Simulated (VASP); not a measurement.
Method: LDA (Ceperley-Alder, Perdew-Zunger) with spin-orbit coupling, VASP's LDA PAW potentials (set 64) (plane waves; VASP 6.6.1).

A VASP calculation is set up with these files.

### KPOINTS
```
kpoints
0
gamma
  10 10 8
```

**KPOINTS_OPT**
```
k-points along high-symmetry lines
5
Line-mode
Reciprocal
  0.000000   0.000000   0.000000 ! GAMMA
 -0.000000   0.500000   0.000000 ! M

 -0.000000   0.500000   0.000000 ! M
 -0.333333   0.666667   0.000000 ! K

 -0.333333   0.666667   0.000000 ! K
  0.000000   0.000000   0.000000 ! GAMMA

  0.000000   0.000000   0.000000 ! GAMMA
  0.000000   0.000000   0.500000 ! A

  0.000000   0.000000   0.500000 ! A
 -0.000000   0.500000   0.500000 ! L

 -0.000000   0.500000   0.500000 ! L
 -0.333333   0.666667   0.500000 ! H

 -0.333333   0.666667   0.500000 ! H
  0.000000   0.000000   0.500000 ! A

 -0.000000   0.500000   0.500000 ! L
 -0.000000   0.500000   0.000000 ! M

 -0.333333   0.666667   0.500000 ! H
 -0.333333   0.666667   0.000000 ! K
```

POSCAR:
```
ZrB2
1
    1.5670236369    -2.7141650098     0.0000000000
    1.5670236369     2.7141650098     0.0000000000
    0.0000000000     0.0000000000     3.4939325552
Zr B
1 2
Direct
  0.0000000000   0.0000000000   0.0000000000
  0.3333330000   0.6666670000   0.5000000000
  0.6666670000   0.3333330000   0.5000000000
```

### INCAR
```
PREC=Accurate
LMAXMIX=4   ! l cut-off of mixed one-centre charges
LASPH=.TRUE.   ! aspherical one-centre terms
SIGMA=0.05   ! width (eV)
MAGMOM=9*0
SYSTEM=ZrB2
EDIFF=1E-6
GGA_COMPAT=.FALSE.
LREAL=.FALSE.   ! projection in real space or not
LSORBIT=.TRUE.
LCHARG=.FALSE.
LWAVE=.FALSE.
ISMEAR=0
ALGO=Normal   ! blocked Davidson
NELM=100   ! most electronic steps
ENCUT=520
```

POTCAR, in this order: Zr_sv B (LDA.64 set). Program: vasp_ncl.

Task: What will the output report for the number of irreducible k-points (NKPTS), number of bands (NBANDS), largest plane-wave count, number of space-group operations, FFT grid (NGX, NGY, NGZ)?

Result: 
```json
{
 "number of irreducible k-points (NKPTS)": "70",
 "number of bands (NBANDS)": "26",
 "largest_plane_wave_count": "1632",
 "number_of_space_group_operations": "24",
 "FFT grid (NGX, NGY, NGZ)": "24 × 24 × 28"
}
```

The compound is ZrB2 in the AlB2 type structure. It was relaxed first.
